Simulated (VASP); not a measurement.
Level of theory: r2SCAN meta-GGA, VASP's PBE PAW potentials (set 64) (plane waves; VASP).

VASP input:

### POSCAR
```
PbF2
1.0
  0.0000000000   2.9420447209   2.9420447209
  2.9420447209   0.0000000000   2.9420447209
  2.9420447209   2.9420447209   0.0000000000
Pb F
1 2
Direct
  1.0000000000   1.0000000000   0.0000000000
  0.2500000000   0.2500000000   0.2500000000
  0.7500000000   0.7500000000   0.7500000000
```

KPOINTS:
```
Automatic mesh
0
Gamma
6 6 6
0 0 0
```

**INCAR**
```
# general
SYSTEM  = PbF2
PREC    = Accurate
ENCUT   = 520
LREAL   = .FALSE.
LASPH   = .TRUE.

# electronic loop
EDIFF   = 1E-6
NELM    = 100
ALGO    = Normal
LMAXMIX = 4
LMIXTAU = .TRUE.

# smearing
ISMEAR  = 0
SIGMA   = 0.05

# functional
METAGGA = R2SCAN

# ions
IBRION  = 2
NSW     = 60
ISIF    = 3
EDIFFG  = -0.02

# output
LWAVE   = .FALSE.
LCHARG  = .FALSE.
```

POTCAR, in this order: Pb_d F (PBE.64 set). Program: vasp_std.

Q: What will the output report for the number of irreducible k-points (NKPTS), largest plane-wave count, number of space-group operations, FFT grid (NGX, NGY, NGZ)?

A: 
```json
{
  "number of irreducible k-points (NKPTS)": "16",
  "largest_plane_wave_count": "1384",
  "number_of_space_group_operations": "48",
  "FFT grid (NGX, NGY, NGZ)": "32 × 32 × 32"
}
```

The compound is PbF2 in the fluorite structure, the β form. This run relaxes it. Symmetry was kept, so distortions that lower it aren't found. The start is the result of an earlier pass.
